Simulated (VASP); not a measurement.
Output of a VASP run:

OSZICAR:
```
       N       E                     dE             d eps       ncg     rms          rms(c)
DAV:   1    -0.755825492462E+00   -0.75583E+00   -0.32147E+03   480   0.758E+02
DAV:   2    -0.195982716391E+02   -0.18842E+02   -0.17458E+02   592   0.796E+01
DAV:   3    -0.202100546003E+02   -0.61178E+00   -0.61178E+00   632   0.203E+01
DAV:   4    -0.202111985571E+02   -0.11440E-02   -0.11440E-02   704   0.927E-01
DAV:   5    -0.202112006456E+02   -0.20885E-05   -0.20885E-05   632   0.267E-02    0.639E+00
DAV:   6    -0.192181601901E+02    0.99304E+00   -0.84323E-01   496   0.513E+00    0.322E+00
DAV:   7    -0.188628441757E+02    0.35532E+00   -0.10515E+00   512   0.600E+00    0.459E-01
DAV:   8    -0.188648494477E+02   -0.20053E-02   -0.11806E-02   560   0.821E-01    0.108E-01
DAV:   9    -0.188644367857E+02    0.41266E-03   -0.10791E-03   616   0.188E-01    0.131E-02
DAV:  10    -0.188644377841E+02   -0.99843E-06   -0.17954E-05   608   0.342E-02    0.746E-03
DAV:  11    -0.188644375433E+02    0.24081E-06   -0.17050E-06   608   0.681E-03    0.760E-04
DAV:  12    -0.188644375296E+02    0.13762E-07   -0.43259E-08   352   0.162E-03
   1 F= -.18864438E+02 E0= -.18864438E+02  d E =-.188644E+02
       N       E                     dE             d eps       ncg     rms          rms(c)
DAV:   1    -0.188652273525E+02   -0.78981E-03   -0.84005E-03   568   0.703E-01    0.377E-02
DAV:   2    -0.188652048475E+02    0.22505E-04   -0.68278E-05   488   0.701E-02    0.222E-02
DAV:   3    -0.188651920219E+02    0.12826E-04   -0.33112E-05   552   0.300E-02    0.204E-03
DAV:   4    -0.188651920531E+02   -0.31162E-07   -0.55830E-07   520   0.636E-03
   2 F= -.18865192E+02 E0= -.18865192E+02  d E =-.754523E-03
       N       E                     dE             d eps       ncg     rms          rms(c)
DAV:   1    -0.188661722829E+02   -0.98026E-03   -0.50557E-02   568   0.172E+00    0.926E-02
DAV:   2    -0.188660350295E+02    0.13725E-03   -0.41346E-04   488   0.172E-01    0.546E-02
DAV:   3    -0.188659570379E+02    0.77992E-04   -0.20226E-04   552   0.742E-02    0.505E-03
DAV:   4    -0.188659572231E+02   -0.18527E-06   -0.33811E-06   520   0.157E-02    0.249E-03
DAV:   5    -0.188659572369E+02   -0.13727E-07   -0.88980E-08   488   0.197E-03
   3 F= -.18865957E+02 E0= -.18865957E+02  d E =-.151971E-02
```

File OUTCAR:
```
------------------------ aborting loop because EDIFF is reached ----------------------------------------
  FORCE on cell =-STRESS in cart. coord.  units (eV):
  Direction    XX          YY          ZZ          XY          YZ          ZX
  --------------------------------------------------------------------------------------
  Total       -1.0990519     -1.0990519     -1.1190003      0.0000000      0.0000000      0.0000000
  in kB      -28.7482460    -28.7482460    -29.2700431      0.0000000      0.0000000      0.0000000
  external PRESSURE =     -28.9221784 kB  Pullay stress =       0.0000000 kB
  volume of cell :       61.25
      direct lattice vectors                 reciprocal lattice vectors
     4.515866235  0.000000000  0.000000000     0.221441457 -0.000000000  0.000000000
     0.000000000  4.515866235  0.000000000     0.000000000  0.221441457  0.000000000
     0.000000000  0.000000000  3.003552866     0.000000000  0.000000000  0.332939037
 POSITION                                       TOTAL-FORCE (eV/Angst)
 -----------------------------------------------------------------------------------
      4.51587      0.00000      0.00000         0.000000     -0.000000      0.000000
      2.25793      2.25793      1.50178         0.000000     -0.000000      0.000000
      1.37580      1.37580      0.00000        -0.005850     -0.005850      0.000000
      3.63374      0.88213      1.50178        -0.005850      0.005850      0.000000
      0.88213      3.63374      1.50178         0.005850     -0.005850      0.000000
      3.14006      3.14006      0.00000         0.005850      0.005850      0.000000
 -----------------------------------------------------------------------------------
    total drift:                                0.000000     -0.000000      0.000000
  FREE ENERGIE OF THE ION-ELECTRON SYSTEM (eV)
  ---------------------------------------------------
  free  energy   TOTEN  =       -18.8659572369 eV

  energy  without entropy=      -18.8659572369  energy(sigma->0) =      -18.86595724

 reached required accuracy - stopping structural energy minimisation
```
(Selected blocks of OUTCAR.)

### POSCAR
```
MgH2
1
    4.5003833779     0.0000000000     0.0000000000
    0.0000000000     4.5003833779     0.0000000000
    0.0000000000     0.0000000000     3.0242549135
Mg H
2 4
Direct
  0.0000000000   0.0000000000   0.0000000000
  0.5000000000   0.5000000000   0.5000000000
  0.3039460035   0.3039460035   0.0000000000
  0.8039460035   0.1960539965   0.5000000000
  0.1960539965   0.8039460035   0.5000000000
  0.6960539965   0.6960539965   0.0000000000
```

Question: Reconstruct the remaining input files.

Answer: One answer among several that fit: the input of the run itself, LDA (Ceperley-Alder, Perdew-Zunger), plane waves, VASP's LDA PAW potentials (set 64).

**KPOINTS**
```
Regular mesh
0
Gamma
  5 5 8
0 0 0
```

**INCAR**
```
ALGO  =  Normal
EDIFF  =  1E-7
EDIFFG  =  -0.01
ENCUT  =  520
IBRION  =  2
ISIF  =  4
ISMEAR  =  0
LASPH  =  T
LCHARG  =  F
LREAL  =  F
LWAVE  =  F
NELM  =  100
NSW  =  30
PREC  =  Accurate
SIGMA  =  0.05
SYSTEM  =  MgH2
```

POTCAR, in this order: Mg H (LDA.64 set). Program: vasp_std.

The compound is MgH2 in the rutile structure. This cell is one point of a volume scan, at 1.06 of the reference volume. Symmetry was kept, so distortions that lower it aren't found.
